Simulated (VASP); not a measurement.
Set up this calculation in VASP 6.6.1, as the native input.

```
Task                   : single point
Functional             : r2SCAN
Dispersion             : D3(BJ)
Potentials or basis    : VASP PAW PBE potentials, release 64 (O, H, S)
Cutoff                 : 520 eV
k mesh                 : 1 × 1 × 1
Occupations            : fermi-dirac, width 0.02 eV
Spin                   : no spin polarisation
Dipole correction      : no
Further INCAR settings : LREAL = Auto; ALGO = Normal; EDIFF = 1e-06; NBANDS = 66
```

Crystal: H22SO10.

```
O H S
1.0
     7.11379    0.00000    0.00000
     0.00000    7.11379    0.00000
     0.00000    0.00000    7.11379
O H S
10 22 1
Direct
  0.98781 0.60178 0.78431
  0.36407 0.19331 0.36284
  0.26755 0.63013 0.02192
  0.04119 0.54671 0.34869
  0.60179 0.91477 0.82900
  0.34196 0.18245 0.82877
  0.62958 0.49106 0.27069
  0.91801 0.86626 0.14638
  0.43538 0.78407 0.52204
  0.60623 0.47494 0.86632
  0.99200 0.57190 0.64264
  0.88712 0.53732 0.81918
  0.46116 0.27462 0.33137
  0.34318 0.13966 0.24302
  0.13162 0.59830 0.98399
  0.24911 0.70186 0.13515
  0.01830 0.43098 0.41619
  0.16232 0.50529 0.28144
  0.55640 0.87548 0.70924
  0.70175 0.00886 0.78912
  0.30245 0.20661 0.70403
  0.41774 0.07913 0.80143
  0.75504 0.50285 0.21761
  0.55584 0.51705 0.16469
  0.81297 0.85648 0.05332
  0.91872 0.74460 0.19382
  0.52343 0.67829 0.47221
  0.49945 0.89027 0.46829
  0.58239 0.33043 0.88025
  0.49217 0.54979 0.85278
  0.91175 0.96805 0.55377
  0.90235 0.17286 0.73127
  0.87377 0.14404 0.54324
```

The cell was built by a generator and needn't be a form met in nature.

The input as run:

POSCAR

```
H22SO10
1.0
    7.1137870000      0.0000000000      0.0000000000
    0.0000000000      7.1137870000      0.0000000000
    0.0000000000      0.0000000000      7.1137870000
O H S
10 22 1
Direct
    0.9878142261      0.6017751164      0.7843079924
    0.3640676900      0.1933147563      0.3628447127
    0.2675508839      0.6301285096      1.0219170183
    0.0411876262      0.5467130236      0.3486891019
    0.6017891736      0.9147729613      0.8289958639
    0.3419556981      0.1824485327      0.8287709486
    0.6295802784      0.4910605280      0.2706856418
    0.9180061197      0.8662615285      0.1463777310
    0.4353799179      0.7840690198      0.5220426195
    0.6062312521      0.4749369077      0.8663177573
    0.9920032748      0.5719035445      0.6426394268
    0.8871224286      0.5373228071      0.8191839311
    0.4611608416      0.2746216607      0.3313706188
    0.3431786754      0.1396583845      0.2430210519
    0.1316176602      0.5983029855      0.9839906649
    0.2491078240      0.7018624539      1.1351478474
    0.0183024878      0.4309800111      0.4161918258
    0.1623186075      0.5052864248      0.2814394077
    0.5563984415      0.8754830585      0.7092424893
    0.7017499962      1.0088578699      0.7891155583
    0.3024549372      0.2066128772      0.7040272642
    0.4177381190      0.0791280369      0.8014296745
    0.7550408805      0.5028545274      0.2176056157
    0.5558361531      0.5170523098      0.1646942761
    0.8129706442      0.8564777101      0.0533189987
    0.9187230374      0.7445963732      0.1938208158
    0.5234342833      0.6782885122      0.4722098089
    0.4994526825      0.8902712437      0.4682878472
    0.5823902234      0.3304287857      0.8802484528
    0.4921710476      0.5497915527      0.8527806638
    0.9117506611     -0.0319520390      0.5537697432
    0.9023463874      0.1728615153      0.7312701378
    0.8737680788      0.1440442341      0.5432408926
```

INCAR.step1

```
SYSTEM = H22SO10
PREC = Accurate ; ENCUT = 520
ISMEAR = -1 ; SIGMA = 0.02
LREAL = Auto ; LASPH = .TRUE.
NELM = 80 ; NBANDS = 66
GGA = PE ; ALGO = Normal
EDIFF = 1E-4 ; LWAVE = .TRUE.
LCHARG = .FALSE.
```

INCAR.step2

```
SYSTEM = H22SO10
PREC = Accurate ; ENCUT = 520
EDIFF = 1E-6 ; ISMEAR = -1
SIGMA = 0.02 ; LREAL = Auto
LASPH = .TRUE. ; NELM = 80
ALGO = Normal ; ISIF = 2
LWAVE = .FALSE. ; LCHARG = .TRUE.
METAGGA = R2SCAN ; LMIXTAU = .TRUE.
IVDW = 12 ; VDW_S6 = 1.0
VDW_S8 = 0.78981345 ; VDW_A1 = 0.49484001
VDW_A2 = 5.73083694 ; LELF = .TRUE.
LVHAR = .TRUE. ; NBANDS = 66
ISTART = 1
```

KPOINTS

```
regular mesh
0
G
  1 1 1
  0 0 0
```

Potentials or basis: VASP PAW PBE potentials, release 64 (O, H, S).

The run is started by

```sh
$ cat potpaw_PBE.64/O/POTCAR potpaw_PBE.64/H/POTCAR potpaw_PBE.64/S/POTCAR > POTCAR
$ cp INCAR.step1 INCAR
$ mpirun -np 1 vasp_gam > vasp.out
$ cp INCAR.step2 INCAR
$ mpirun -np 1 vasp_gam > vasp.out
```

It gave:

The pressure is 0.6 GPa and the largest force is 6.218 eV/Å. The band gap on the k mesh is 4.82 eV, direct and the dispersion energy per atom is -0.018 eV.

Caveat: the PAW data sets were made with another functional, which shifts forces and pressure a little.

It took 98 s on 1 thread of Intel(R) Xeon(R) 6975P-C (Granite Rapids) (shared host), peak memory 0.43 GiB.
